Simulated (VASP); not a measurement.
Consider the following.

```xyz
3
Lattice="2.1684 -3.7558 0.0000 2.1684 3.7558 0.0000 0.0000 0.0000 7.5628" Properties=species:S:1:pos:R:3 pbc="T T T"
Cd     2.1684    -3.7558     0.0000
I      2.1684     1.2519     1.7212
I      2.1684    -1.2519     5.8416
```

Calculation: PBE GGA, VASP's PBE PAW potentials (set 64) (plane waves; VASP 6.6.1). Settings: 520 eV cut-off, 7×7×4 Γ-centred mesh, tetrahedra with Blöchl corrections, potentials Cd I.

Without a dispersion term in the relaxation, distances and binding between the weakly bound layers, chains or molecules are unreliable, and so is what depends on them.

What does the run give for the energy per atom (σ→0)?

```
Item                            Value
---------------------  --------------
energy per atom (σ→0)  -1.850 eV/atom
```

The compound is CdI2 in the 1T layered structure. It was relaxed first, which changed the volume by +15 %.
